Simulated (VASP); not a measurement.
Input:

```
CELL_PARAMETERS angstrom
      0.00000     2.49046     2.49046
      2.49046     0.00000     2.49046
      2.49046     2.49046     0.00000
ATOMIC_POSITIONS crystal
  Li 0.00000 0.00000 0.00000
  Cl 0.50000 0.50000 0.50000
```

Level of theory: PBE0 hybrid, VASP's PBE PAW potentials (set 64) (plane waves; VASP 6.6.1). Run with 520 eV cut-off, 6×6×6 Γ-centred mesh, Gaussian smearing of 0.050 eV, potentials Li_sv Cl.

Problem. Give the stress tensor in GPa (positive for a compressed cell).

Solution. 
```
2.98  0.00  0.00
0.00  2.98  0.00
0.00  0.00  2.98
```
The pressure is its mean diagonal, 2.98 GPa.

The compound is LiCl in the rock salt structure. This cell is one point of a volume scan, at 0.91 of the reference volume. The cell's shape comes from a PBE relaxation.
